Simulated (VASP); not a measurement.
Crystal: Cu.

```
Cu
1.0
     0.00000    1.82500    1.82500
     1.82500    0.00000    1.82500
     1.82500    1.82500    0.00000
Cu
1
Direct
  0.00000 0.00000 0.00000
```

```yaml
Program: VASP 6.6.1
Task: relaxation of cell and atoms
Functional: r2SCAN
Dispersion: rVV10
Potentials_or_basis: VASP PAW PBE potentials, release 64 (Cu)
Cutoff: 600 eV
k_mesh: 20 × 20 × 20
Occupations: gaussian, width 0.1 eV
Spin: no spin polarisation
```

At the start: pressure -9.5 GPa; volume 12.16 Å³/atom.

Task: How do energy, volume and symmetry change on relaxing?

Result: Over 6 steps the energy falls by 25.3 meV/atom and the volume is 11.36 Å³/atom (-6.6 %); space group Fm-3m (No. 225, to 0.05 Å).

Step by step:
| step | energy change (eV) | largest force (eV/Å) | pressure (GPa) | volume (Å³) |
| --- | --- | --- | --- | --- |
| 1 | 0.0000 | 0.0000 | -9.53 | 12.16 |
| 2 | -0.0161 | 0.0000 | 6.92 | 10.93 |
| 3 | -0.0253 | 0.0000 | -0.25 | 11.36 |
| 4 | -0.0253 | 0.0000 | 0.11 | 11.35 |
| 5 | -0.0253 | 0.0000 | -0.08 | 11.36 |
| 6 | -0.0253 | 0.0000 | -0.03 | 11.36 |

Final structure:
```
Cu
1.0
     0.00000    1.78409    1.78409
     1.78409    0.00000    1.78409
     1.78409    1.78409    0.00000
Cu
1
Direct
  0.00000 0.00000 0.00000
```

Caveat: the PAW data sets were made with another functional, which shifts forces and pressure a little.
